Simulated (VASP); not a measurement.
Method: PBE GGA, VASP's PBE PAW potentials (set 64) (plane waves; VASP).

VASP input:

POSCAR:
```
MgB2
1
    1.5410674568    -2.6692066392    -0.0000000000
    1.5410674568     2.6692066392    -0.0000000000
    0.0000000000    -0.0000000000     3.5031296128
Mg B
1 2
Direct
  0.0000000000   0.0000000000   0.0000000000
  0.3333330000   0.6666670000   0.5000000000
  0.6666670000   0.3333330000   0.5000000000
```

File KPOINTS:
```
Automatic mesh
0
Gamma
10 10 8
0 0 0
```

INCAR:
```
LCHARG = .FALSE.
LASPH = .TRUE.
LREAL = .FALSE.   # projection in real space or not
EDIFF = 1E-7   # SCF stop (eV)
SIGMA = 0.1
PSTRESS = 10
ENCUT = 600   # plane-wave cut-off (eV)
ISIF = 3   # ions, shape and volume
GGA = PE   # PBE
PREC = Accurate
ISMEAR = 1   # Methfessel-Paxton
IBRION = 2   # conjugate gradients
LWAVE = .FALSE.
NELM = 100
EDIFFG = -0.01   # ionic stop
ALGO = Normal   # blocked Davidson
SYSTEM = MgB2
NSW = 40   # most ionic steps
```

POTCAR, in this order: Mg B (PBE.64 set). Program: vasp_std.

Q: Predict the energy per atom (σ→0), volume per atom, band gap (on the k-mesh).

A: 
```
Property                                                     Value
------------------------  ----------------------------------------
energy per atom (σ→0)                               -5.108 eV/atom
band gap (on the k-mesh)  none (metal, semimetal or under 0.01 eV)
volume per atom                                       9.53 Å³/atom
```

OSZICAR:
```
...
DAV:   2    -0.153228274354E+02    0.92275E-07   -0.69863E-08   896   0.179E-03
   4 F= -.15144276E+02 E0= -.15144401E+02  d E =-.824983E-03
       N       E                     dE             d eps       ncg     rms          rms(c)
DAV:   1    -0.153228136428E+02    0.13885E-04   -0.51784E-04  1488   0.175E-01    0.112E-02
DAV:   2    -0.153228061378E+02    0.75050E-05   -0.18149E-05  1528   0.285E-02    0.485E-03
DAV:   3    -0.153228045206E+02    0.16172E-05   -0.73877E-06  1248   0.149E-02    0.892E-04
DAV:   4    -0.153228044943E+02    0.26310E-07   -0.16719E-07  1112   0.341E-03
   5 F= -.15144300E+02 E0= -.15144443E+02  d E =-.244633E-04
```

The compound is MgB2 in the AlB2 type structure. This run relaxes it under an external pressure of 1 GPa. Symmetry was kept, so distortions that lower it aren't found.
